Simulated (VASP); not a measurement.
Data:

```xyz
2
Lattice="4.1075 0.0000 0.0000 0.0000 4.1075 0.0000 0.0000 0.0000 4.1075" Properties=species:S:1:pos:R:3 pbc="T T T"
Cs     0.0000     0.0000     0.0000
Cl     2.0537     2.0537     2.0537
```

The numbers are results of PW91 GGA, VASP's PBE PAW potentials (set 64) (plane waves; VASP), not measurements. Settings: 520 eV cut-off, 6×6×6 Γ-centred mesh, Gaussian smearing of 0.050 eV, potentials Cs_sv Cl.

### Question
Give the stress tensor in GPa (positive for a compressed cell).

### Answer

```
1.09  0.00  0.00
0.00  1.09  0.00
0.00  0.00  1.09
```
The pressure is its mean diagonal, 1.09 GPa.

The compound is CsCl in the CsCl type structure. This cell is one point of a volume scan, at 0.94 of the reference volume.
